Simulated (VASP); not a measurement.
GaP (relaxed from the rock salt structure, space group Fm-3m): computed properties

The numbers are results of PBE GGA, VASP's PBE PAW potentials (set 64) (plane waves; VASP 6.6.1), not measurements.

```json
{
 "space_group": "Fm-3m (225)",
 "cell": "a = 5.153 Å, b = 5.153 Å, c = 5.153 Å, α = 90.00°, β = 90.00°, γ = 90.00°",
 "volume_per_atom": "17.10 Å³/atom",
 "band gap (over mesh and band path)": "none (metal, semimetal or under 0.01 eV)",
 "density": "4.89 g/cm³"
}
```

Space group Fm-3m (No. 225); a = b = c = 5.153 Å, α = β = γ = 90.00°

```json
[
 {"atom": "Ga", "site": "4a", "symmetry": "m-3m", "x": "0.0000", "y": "0.0000", "z": "0.0000"},
 {"atom": "P", "site": "4b", "symmetry": "m-3m", "x": "0.5000", "y": "0.5000", "z": "0.5000"}
]
```
(The calculation used a cell of 2 atoms; values per cell refer to that cell.)

The structure was generated: GaP was put into the rock salt type (Fm-3m), which need not be its known phase. It was relaxed first, which changed the volume by +13 %. Symmetry was kept, so distortions that lower it aren't found.
